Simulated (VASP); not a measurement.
A convergence study with VASP on PbTe (rock salt): one setting is varied, all else stays as given below, so the limit is that of these other settings. Each run relaxes cell and ions from the cell shown. The basis is that of the starting cell, so low cut-offs carry a Pulay error.

```
PbTe
1.0
    0.00000     3.23000     3.23000
    3.23000     0.00000     3.23000
    3.23000     3.23000     0.00000
Te Pb
1 1
Cartesian
  3.23000   3.23000   3.23000
  0.00000   0.00000   0.00000
```

All values below come from PBE GGA, VASP's PBE PAW potentials (set 64) (plane waves; VASP). The tightest run used: 700 eV cut-off, 6×6×6 Γ-centred mesh, Gaussian smearing of 0.050 eV, potentials Te Pb_d.

Unless said otherwise, spin-orbit coupling is left out, though it shifts the bands of the heavy elements here. Gaps are read on the run's mesh, which can miss a band edge.

Problem. The settings run are ENCUT = 200; ENCUT = 250; ENCUT = 300; ENCUT = 350; ENCUT = 400; ENCUT = 450; ENCUT = 500; ENCUT = 550; ENCUT = 600; ENCUT = 650; ENCUT = 700. From which on does the relaxed volume stay within 0.1 Å³/atom of the tightest run?

Solution. From ENCUT = 400 on: it is off by 0.074 there and by no more than 0.1 in any finer run, while ENCUT = 350 is off by 0.269.
```csv
setting,relaxed volume (Å³/atom),E (eV/atom),gap on the mesh (eV),plane waves,difference judged (Å³/atom)
ENCUT = 200,31.467,-3.7460,0.576,444,3.964
ENCUT = 250,35.199,-3.7588,0.820,620,0.232
ENCUT = 300,35.205,-3.7583,0.820,821,0.226
ENCUT = 350,35.162,-3.7581,0.818,1018,0.269
ENCUT = 400,35.357,-3.7613,0.828,1243,0.074
ENCUT = 450,35.432,-3.7621,0.832,1476,0.001
ENCUT = 500,35.411,-3.7616,0.831,1724,0.020
ENCUT = 550,35.401,-3.7615,0.830,1994,0.030
ENCUT = 600,35.416,-3.7618,0.831,2272,0.015
ENCUT = 650,35.430,-3.7619,0.832,2637,0.001
ENCUT = 700,35.431,-3.7619,0.832,2874,0.000
```

Left out are rungs that failed or repeat a setting and relaxations that didn't move; long series are thinned to 24 rows.

The compound is PbTe in the rock salt structure.
